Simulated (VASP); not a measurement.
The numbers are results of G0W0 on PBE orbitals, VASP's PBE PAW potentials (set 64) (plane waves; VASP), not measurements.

Input for VASP

File POSCAR:
```
Si
2.7512340
  0.0000000000   1.0000000000   1.0000000000
  1.0000000000   0.0000000000   1.0000000000
  1.0000000000   1.0000000000   0.0000000000
Si
2
Cart
  0.0000000000   0.0000000000   0.0000000000
  0.5000000000   0.5000000000   0.5000000000
```

File KPOINTS:
```
Automatic mesh
0
Gamma
4 4 4
0 0 0
```

### INCAR
```
# general
SYSTEM      = Si
PREC        = Normal
ENCUT       = 350
LREAL       = .False.   # projection in real space or not
LASPH       = .True.
NBANDS      = 160

# electronic loop
ALGO        = EVGW0

# smearing
ISMEAR      = 0
SIGMA       = 0.01   # width (eV)

# functional
GGA         = PE

# output
LWAVE       = .False.
LCHARG      = .False.

# other
NELMGW      = 1
NOMEGA      = 64
ENCUTGW     = 200
NBANDSGW    = 12
LSPECTRALGW = .True.
```

POTCAR, in this order: Si_GW (PBE.64 set). Program: vasp_std. Read from the step before: WAVECAR, WAVEDER.

Output of the run:

**OUTCAR**
```
 ion  position               nearest neighbor table
   1  0.000  0.000  0.000-   2 2.38   2 2.38   2 2.38   2 2.38
   2  0.250  0.250  0.250-   1 2.38   1 2.38   1 2.38   1 2.38
  LATTYP: Found a face centered cubic cell.
 ALAT       =     5.5024680000
 Subroutine PRICEL returns:
 Original cell was already a primitive cell.
 Subroutine GETGRP returns: Found 48 space group operations
The static configuration has the point symmetry T_d .
 The point group associated with its full space group is O_h .
The dynamic configuration has the point symmetry T_d .
 Subroutine INISYM returns: Found 48 space group operations
 Subroutine IBZKPT returns following result:
 Found      8 irreducible k-points:

 Following reciprocal coordinates:
            Coordinates               Weight
  0.000000  0.000000  0.000000      1.000000
  0.250000  0.000000  0.000000      8.000000
  0.500000  0.000000  0.000000      4.000000
  0.250000  0.250000  0.000000      6.000000
  0.500000  0.250000  0.000000     24.000000
 -0.250000  0.250000  0.000000     12.000000
  0.500000  0.500000  0.000000      3.000000
 -0.250000  0.500000  0.250000      6.000000
 Subroutine IBZKPT_HF returns following result:
   k-points           NKPTS =      8   k-points in BZ     NKDIM =     64   number of bands    NBANDS=    160
   number of dos      NEDOS =    301   number of ions     NIONS =      2
   total plane-waves  NPLWV =   5832
   dimension x,y,z NGX =    18 NGY =   18 NGZ =   18
   dimension x,y,z NGXF=    36 NGYF=   36 NGZF=   36
   ions per type =               2
   PREC   = normal    normal or accurate (medium, high low for compatibility)
   ISTART =      1    job   : 0-new  1-cont  2-samecut
   ICHARG =      0    charge: 1-file 2-atom 10-const
   ISPIN  =      1    spin polarized calculation?
   LNONCOLLINEAR =      F non collinear calculations
   LSORBIT =      F    spin-orbit coupling
   INIWAV =      1    electr: 0-lowe 1-rand  2-diag
   ENCUT  =  350.0 eV  25.72 Ry    5.07 a.u.   5.94  5.94  5.94*2*pi/ulx,y,z
...
```

### OSZICAR
```
energies w=
    0.000    0.000    0.322    0.000    0.643    0.000    0.963    0.000
    1.281    0.000    1.596    0.000    1.907    0.000    2.215    0.000
    2.519    0.000    2.819    0.000    3.115    0.000    3.406    0.000
    3.694    0.000    3.978    0.000    4.258    0.000    4.534    0.000
    4.809    0.000    5.080    0.000    5.350    0.000    5.618    0.000
    5.885    0.000    6.152    0.000    6.419    0.000    6.688    0.000
    6.957    0.000    7.230    0.000    7.505    0.000    7.785    0.000
    8.069    0.000    8.359    0.000    8.656    0.000    8.961    0.000
    9.275    0.000    9.600    0.000    9.937    0.000   10.289    0.000
   10.656    0.000   11.041    0.000   11.448    0.000   11.879    0.000
   12.336    0.000   12.826    0.000   13.352    0.000   13.919    0.000
   14.537    0.000   15.210    0.000   15.952    0.000   16.772    0.000
   17.688    0.000   18.718    0.000   19.889    0.000   21.230    0.000
   22.786    0.000   24.613    0.000   26.792    0.000   29.434    0.000
   32.706    0.000   36.860    0.000   42.307    0.000   49.750    0.000
   60.517    0.000   77.439    0.000  107.827    0.000  178.134    0.000
NQ=   1    0.0000    0.0000    0.0000,
 performed        110000 updates of chi_q(r,r)
NQ=   2    0.2500    0.0000    0.0000,
 performed        328000 updates of chi_q(r,r)
NQ=   3    0.5000    0.0000    0.0000,
 performed        515000 updates of chi_q(r,r)
NQ=   4    0.2500    0.2500    0.0000,
 performed        733000 updates of chi_q(r,r)
NQ=   5    0.5000    0.2500    0.0000,
 performed       1035000 updates of chi_q(r,r)
NQ=   6   -0.2500    0.2500    0.0000,
 performed       1306000 updates of chi_q(r,r)
NQ=   7    0.5000    0.5000    0.0000,
 performed       1470000 updates of chi_q(r,r)
NQ=   8   -0.2500    0.5000    0.2500,
 performed       1680000 updates of chi_q(r,r)
 resolving degeneracies of screened two electron integrals
```

File OUTCAR:
```


 k-point   1 :       0.0000    0.0000    0.0000
  band No.  KS-energies  QP-energies   sigma(KS)   V_xc(KS)     V^pw_x(r,r')   Z            occupation Imag(sigma)

      1      -6.5750      -7.0258     -11.0382     -10.3772     -17.3337       0.6820       2.0000       1.1385
      2       5.1284       4.5792     -12.0376     -11.3133     -12.9109       0.7582       2.0000       0.0375
      3       5.1284       4.5792     -12.0376     -11.3133     -12.9109       0.7582       2.0000       0.0375
      4       5.1284       4.5792     -12.0376     -11.3133     -12.9109       0.7582       2.0000       0.0375
      5       7.6569       7.7419      -9.8901     -10.0032      -5.5020       0.7506       0.0000      -0.0703
      6       7.6569       7.7419      -9.8901     -10.0032      -5.5020       0.7506       0.0000      -0.0703
      7       7.6569       7.7419      -9.8901     -10.0032      -5.5020       0.7506       0.0000      -0.0703
      8       8.0438       8.2387     -10.7652     -11.0265      -5.9728       0.7458       0.0000      -0.0805
      9      12.8147      12.9444      -9.7039      -9.8780      -4.1192       0.7450       0.0000      -0.2194
     10      12.8147      12.9444      -9.7039      -9.8780      -4.1192       0.7450       0.0000      -0.2194
     11      12.9316      12.6486      -7.9404      -7.5727      -2.5286       0.7697       0.0000      -0.2799
     12      16.2287      16.0466      -8.4378      -8.1937      -2.1867       0.7461       0.0000      -0.5495

 k-point   2 :       0.2500    0.0000    0.0000
  band No.  KS-energies  QP-energies   sigma(KS)   V_xc(KS)     V^pw_x(r,r')   Z            occupation Imag(sigma)

      1      -5.8027      -6.2508     -11.1396     -10.4594     -17.0823       0.6586       2.0000       1.0042
      2       1.2638       0.7257     -11.3874     -10.6402     -13.6878       0.7201       2.0000       0.1246
      3       4.3902       3.8436     -11.8023     -11.0761     -12.8687       0.7527       2.0000       0.0430
      4       4.3902       3.8436     -11.8023     -11.0761     -12.8687       0.7527       2.0000       0.0430
      5       7.0099       7.0761      -9.9825     -10.0698      -5.6711       0.7578       0.0000      -0.0641
      6       8.5858       8.6657      -9.9341     -10.0409      -5.2684       0.7486       0.0000      -0.0899
      7       8.5858       8.6657      -9.9341     -10.0409      -5.2684       0.7486       0.0000      -0.0899
      8      11.7244      11.7854     -10.5082     -10.5916      -4.8976       0.7318       0.0000      -0.2068
      9      12.2965      12.3318      -9.4275      -9.4752      -3.9218       0.7412       0.0000      -0.2298
     10      12.2965      12.3318      -9.4275      -9.4752      -3.9218       0.7412       0.0000      -0.2298
     11      13.9913      13.7226      -8.0736      -7.7124      -2.3275       0.7438       0.0000      -0.3479
     12      16.7194      16.5251      -8.7796      -8.5145      -2.5295       0.7329       0.0000      -0.5203

 k-point   3 :       0.5000    0.0000    0.0000
  band No.  KS-energies  QP-energies   sigma(KS)   V_xc(KS)     V^pw_x(r,r')   Z            occupation Imag(sigma)

      1      -4.3395      -4.8239     -11.4551     -10.7711     -16.7424       0.7081       2.0000       0.8069
      2      -1.6710      -2.1880     -10.9087     -10.1640     -14.7734       0.6941       2.0000       0.3715
      3       3.9600       3.3906     -11.8072     -11.0467     -13.1073       0.7486       2.0000       0.0492
      4       3.9600       3.3906     -11.8072     -11.0467     -13.1073       0.7486       2.0000       0.0492
      5       6.5186       6.5692      -9.9644     -10.0308      -5.7863       0.7617       0.0000      -0.0590
      6       8.4658       8.5403      -9.4886      -9.5872      -4.8437       0.7556       0.0000      -0.0874
      7       8.4658       8.5403      -9.4886      -9.5872      -4.8437       0.7556       0.0000      -0.0874
      8      12.7946      12.5287      -8.0032      -7.6519      -2.3140       0.7569       0.0000      -0.2950
      9      15.5707      15.5695     -10.0472     -10.0456      -3.5937       0.7351       0.0000      -0.5299
     10      15.5707      15.5695     -10.0472     -10.0456      -3.5937       0.7351       0.0000      -0.5299
     11      16.1655      16.0984      -9.8611      -9.7695      -3.5178       0.7332       0.0000      -0.4787
     12      16.2285      16.2271      -9.9732      -9.9712      -3.3349       0.7285       0.0000      -0.5936

 k-point   4 :       0.2500    0.2500    0.0000
  band No.  KS-energies  QP-energies   sigma(KS)   V_xc(KS)     V^pw_x(r,r')   Z            occupation Imag(sigma)

      1      -5.5290      -5.9938     -11.1649     -10.4777     -16.9783       0.6764       2.0000       0.9701
      2       1.5998       1.0775     -11.8774     -11.1569     -14.0419       0.7250       2.0000       0.1133
      3       3.3036       2.7425     -11.4578     -10.7015     -12.9075       0.7419       2.0000       0.0572
      4       3.3036       2.7425     -11.4578     -10.7015     -12.9075       0.7419       2.0000       0.0572
      5       6.2797       6.2607      -9.3074      -9.2826      -5.2805       0.7659       0.0000      -0.0566
      6       8.2455       8.2543      -9.1145      -9.1260      -4.4986       0.7603       0.0000      -0.0833
      7      10.7486      10.8281     -10.4796     -10.5891      -5.1425       0.7260       0.0000      -0.1611
      8      10.7486      10.8281     -10.4796     -10.5891      -5.1425       0.7260       0.0000      -0.1611
      9      12.8210      12.9351     -10.5458     -10.6996      -4.7674       0.7419       0.0000      -0.2676
     10      13.9904      14.0941      -9.7668      -9.9048      -3.8567       0.7515       0.0000      -0.3468
     11      16.3061      16.0894      -8.6841      -8.3927      -2.5432       0.7435       0.0000      -0.4828
     12      17.9415      17.7508      -9.0175      -8.7663      -2.2727       0.7588       0.0000      -0.7908

 k-point   5 :       0.5000    0.2500    0.0000
  band No.  KS-energies  QP-energies   sigma(KS)   V_xc(KS)     V^pw_x(r,r')   Z            occupation Imag(sigma)

      1      -3.9561      -4.4344     -11.3995     -10.7174     -16.5040       0.7012       2.0000       0.7363
      2      -1.1579      -1.6633     -11.4473     -10.7240     -15.1032       0.6988       2.0000       0.3252
      3       1.7120       1.1495     -10.9253     -10.1551     -12.8576       0.7304       2.0000       0.0972
      4       2.9952       2.4178     -11.4765     -10.6952     -13.0999       0.7390       2.0000       0.0640
      5       6.6706       6.6518      -9.1601      -9.1355      -4.9921       0.7664       0.0000      -0.0610
      6       9.5337       9.5226      -9.5573      -9.5426      -4.6531       0.7474       0.0000      -0.1143
      7      10.6790      10.7439     -10.3034     -10.3916      -4.9864       0.7355       0.0000      -0.1611
      8      10.9537      11.0215      -9.9625     -10.0546      -4.5574       0.7358       0.0000      -0.1802
      9      15.0953      15.0400      -9.9078      -9.8327      -3.3917       0.7369       0.0000      -0.4945
     10      15.5147      15.5075     -10.0575     -10.0478      -3.5779       0.7350       0.0000      -0.5279
     11      17.0754      17.1016     -10.2152     -10.2509      -3.4139       0.7328       0.0000      -0.6924
     12      17.4660      17.4901     -10.4908     -10.5238      -3.5564       0.7276       0.0000      -0.6763

 k-point   6 :      -0.2500    0.2500    0.0000
  band No.  KS-energies  QP-energies   sigma(KS)   V_xc(KS)     V^pw_x(r,r')   Z            occupation Imag(sigma)

      1      -4.6042      -5.0777     -11.3136     -10.6181     -16.7048       0.6808       2.0000       0.8368
      2      -0.2882      -0.8058     -11.5874     -10.8546     -14.7862       0.7065       2.0000       0.2388
      3       1.5141       0.9450     -10.7730      -9.9974     -12.7903       0.7337       2.0000       0.1069
      4       3.8395       3.2796     -11.6975     -10.9487     -12.9601       0.7478       2.0000       0.0494
      5       7.5354       7.5790      -9.4845      -9.5420      -5.0467       0.7592       0.0000      -0.0715
      6       9.8211       9.9168      -9.9677     -10.0970      -4.7548       0.7406       0.0000      -0.1425
      7      10.1679      10.1479     -10.1860     -10.1593      -5.2749       0.7479       0.0000      -0.1260
      8      11.0620      11.1011      -9.8481      -9.9014      -4.3274       0.7331       0.0000      -0.1850
      9      11.5797      11.5811      -9.3686      -9.3704      -4.1267       0.7496       0.0000      -0.1873
     10      14.5384      14.5106      -9.9404      -9.9022      -3.4922       0.7259       0.0000      -0.4521
     11      17.4946      17.3615      -9.2126      -9.0293      -2.7272       0.7258       0.0000      -0.5967
     12      18.0190      18.0375     -10.2638     -10.2888      -3.2892       0.7422       0.0000      -0.7615

 k-point   7 :       0.5000    0.5000    0.0000
  band No.  KS-energies  QP-energies   sigma(KS)   V_xc(KS)     V^pw_x(r,r')   Z            occupation Imag(sigma)

      1      -2.5701      -3.0456     -11.4769     -10.7914     -15.9026       0.6936       2.0000       0.5101
      2      -2.5701      -3.0456     -11.4769     -10.7914     -15.9026       0.6936       2.0000       0.5101
      3       2.3696       1.7788     -11.3701     -10.5629     -13.2879       0.7319       2.0000       0.0795
      4       2.3696       1.7788     -11.3701     -10.5629     -13.2879       0.7319       2.0000       0.0795
      5       5.8981       5.8448      -8.9340      -8.8649      -4.9534       0.7719       0.0000      -0.0551
      6       5.8981       5.8448      -8.9340      -8.8649      -4.9534       0.7719       0.0000      -0.0551
      7      14.8922      14.9386     -10.6383     -10.7034      -3.7064       0.7133       0.0000      -0.5334
      8      14.8922      14.9386     -10.6383     -10.7034      -3.7064       0.7133       0.0000      -0.5334
      9      15.9825      15.9799     -10.3840     -10.3806      -3.9419       0.7373       0.0000      -0.5520
...
```
(Selected blocks of OUTCAR.)

The mesh is coarse and the basis finite, so the quasiparticle values are not converged.

The compound is Si in the diamond structure. This cell is one point of a volume scan, at 1.04 of the reference volume. The k-mesh is coarse (spacing up to 0.49 per Å, 2π included), so the numbers may not be converged in it.
